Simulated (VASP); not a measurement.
Level of theory: PBE GGA, VASP's PBE PAW potentials (set 64) (plane waves; VASP).

VASP ran on this input.

File POSCAR:
```
Ga32P32
1
   11.0671092084     0.0000000000     0.0000000000
    0.0000000000    11.0671092084     0.0000000000
   -0.0000000000    -0.0000000000    11.0671092084
Ga P
32 32
Direct
  0.5000000000   0.0000000000   0.0000000000
  0.7500000000   0.2500000000   0.0000000000
  0.7500000000   0.0000000000   0.2500000000
  0.0000000000   0.0000000000   0.0000000000
  0.2500000000   0.2500000000   0.0000000000
  0.5000000000   0.5000000000   0.0000000000
  0.7500000000   0.7500000000   0.0000000000
  0.2500000000   0.0000000000   0.2500000000
  0.5000000000   0.2500000000   0.2500000000
  0.7500000000   0.5000000000   0.2500000000
  0.5000000000   0.0000000000   0.5000000000
  0.7500000000   0.2500000000   0.5000000000
  0.7500000000   0.0000000000   0.7500000000
  0.0000000000   0.5000000000   0.0000000000
  0.2500000000   0.7500000000   0.0000000000
  0.0000000000   0.2500000000   0.2500000000
  0.2500000000   0.5000000000   0.2500000000
  0.5000000000   0.7500000000   0.2500000000
  0.0000000000   0.0000000000   0.5000000000
  0.2500000000   0.2500000000   0.5000000000
  0.5000000000   0.5000000000   0.5000000000
  0.7500000000   0.7500000000   0.5000000000
  0.2500000000   0.0000000000   0.7500000000
  0.5000000000   0.2500000000   0.7500000000
  0.7500000000   0.5000000000   0.7500000000
  0.0000000000   0.7500000000   0.2500000000
  0.0000000000   0.5000000000   0.5000000000
  0.2500000000   0.7500000000   0.5000000000
  0.0000000000   0.2500000000   0.7500000000
  0.2500000000   0.5000000000   0.7500000000
  0.5000000000   0.7500000000   0.7500000000
  0.0000000000   0.7500000000   0.7500000000
  0.6250000000   0.1250000000   0.1250000000
  0.8750000000   0.3750000000   0.1250000000
  0.8750000000   0.1250000000   0.3750000000
  0.1250000000   0.1250000000   0.1250000000
  0.3750000000   0.3750000000   0.1250000000
  0.6250000000   0.6250000000   0.1250000000
  0.8750000000   0.8750000000   0.1250000000
  0.3750000000   0.1250000000   0.3750000000
  0.6250000000   0.3750000000   0.3750000000
  0.8750000000   0.6250000000   0.3750000000
  0.6250000000   0.1250000000   0.6250000000
  0.8750000000   0.3750000000   0.6250000000
  0.8750000000   0.1250000000   0.8750000000
  0.1250000000   0.6250000000   0.1250000000
  0.3750000000   0.8750000000   0.1250000000
  0.1250000000   0.3750000000   0.3750000000
  0.3750000000   0.6250000000   0.3750000000
  0.6250000000   0.8750000000   0.3750000000
  0.1250000000   0.1250000000   0.6250000000
  0.3750000000   0.3750000000   0.6250000000
  0.6250000000   0.6250000000   0.6250000000
  0.8750000000   0.8750000000   0.6250000000
  0.3750000000   0.1250000000   0.8750000000
  0.6250000000   0.3750000000   0.8750000000
  0.8750000000   0.6250000000   0.8750000000
  0.1250000000   0.8750000000   0.3750000000
  0.1250000000   0.6250000000   0.6250000000
  0.3750000000   0.8750000000   0.6250000000
  0.1250000000   0.3750000000   0.8750000000
  0.3750000000   0.6250000000   0.8750000000
  0.6250000000   0.8750000000   0.8750000000
  0.1250000000   0.8750000000   0.8750000000
```

INCAR:
```
ISIF = 2   # forces and stress, cell fixed
SYSTEM = Ga32P32
ALGO = Fast
LREAL = Auto   # projection in real space or not
NELMIN = 4
ISMEAR = 0   # Gaussian
LMAXMIX = 4
PREC = Normal
EDIFFG = -0.03   # ionic stop
EDIFF = 1E-5
SIGMA = 0.05
ENCUT = 400
LASPH = T   # aspherical one-centre terms
IBRION = 2   # conjugate gradients
GGA = PE
LWAVE = T
NSW = 20
NELM = 100
LCHARG = F
```

File KPOINTS:
```
Automatic mesh
0
Gamma
1 1 1
```

POTCAR, in this order: Ga P (PBE.64 set). Program: vasp_gam.

The supercell is sampled at Γ alone, which is coarse: total energies, pressure and levels can be off, energies of defects by several tenths of an eV.

Question: Estimate the energy per atom (σ→0).

Answer: 
```
Item                                   Result
---------------------  ----------------------
energy per atom (σ→0)  -432.1 kJ/mol of atoms
```

**OSZICAR**
```
...
RMM:   9    -0.286589309186E+03    0.62723E-01   -0.40438E-01   325   0.117E+00    0.580E-01
RMM:  10    -0.286598754544E+03   -0.94454E-02   -0.79474E-02   346   0.486E-01    0.390E-01
RMM:  11    -0.286592733120E+03    0.60214E-02   -0.31683E-02   322   0.297E-01    0.131E-01
RMM:  12    -0.286593221138E+03   -0.48802E-03   -0.47380E-03   334   0.142E-01    0.137E-01
RMM:  13    -0.286593143604E+03    0.77534E-04   -0.78092E-04   329   0.607E-02    0.671E-02
RMM:  14    -0.286593198575E+03   -0.54971E-04   -0.30587E-04   328   0.340E-02    0.127E-02
RMM:  15    -0.286593198175E+03    0.39984E-06   -0.65992E-05   275   0.167E-02
   1 F= -.28659320E+03 E0= -.28659320E+03  d E =-.286593E+03
```

The cell is a supercell, built from GaP (zinc blende).
